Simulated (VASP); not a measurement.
BeTe (zinc blende): the bulk modulus from VASP (plane waves, PAW) at several levels of theory. Static lattice, third-order Birch-Murnaghan fit over five volumes. The measured value holds thermal and zero-point effects that the static calculation lacks.

```
level         bulk modulus (GPa)  error against measurement
------------  ------------------  -------------------------
LDA                         63.8                     -4.8 %
PBE                         56.5                    -15.7 %
PBEsol                      60.3                    -10.0 %
RPBE                        52.7                    -21.4 %
AM05                        58.2                    -13.1 %
PBE-D3(BJ)                  61.9                     -7.6 %
PBE-D4                      61.7                     -7.9 %
optB88-vdW                  57.4                    -14.3 %
rev-vdW-DF2                 58.3                    -12.9 %
revTPSS                     57.8                    -13.8 %
SCAN                        59.8                    -10.7 %
r2SCAN                      59.7                    -10.9 %
r2SCAN+rVV10                61.2                     -8.7 %
HSEsol                      63.7                     -5.0 %
```

Measured: 67.0 GPa (as given by Elmahjoubi et al., (2023), arXiv:2303.01780).

The cell of the LDA run:

```
BeTe
1.0
    0.00000     2.78127     2.78127
    2.78127     0.00000     2.78127
    2.78127     2.78127     0.00000
Be Te
1 1
Direct
  0.00000   0.00000   0.00000
  0.25000   0.25000   0.25000
```

Only levels that ran to the end are used. Left out are those held back, those with too coarse a band path, GW runs whose mesh misses a band edge, hybrids' fits of cells that aren't cubic and levels without matching references; a question may draw on a part of the rest.

The compound is BeTe in the zinc blende structure.
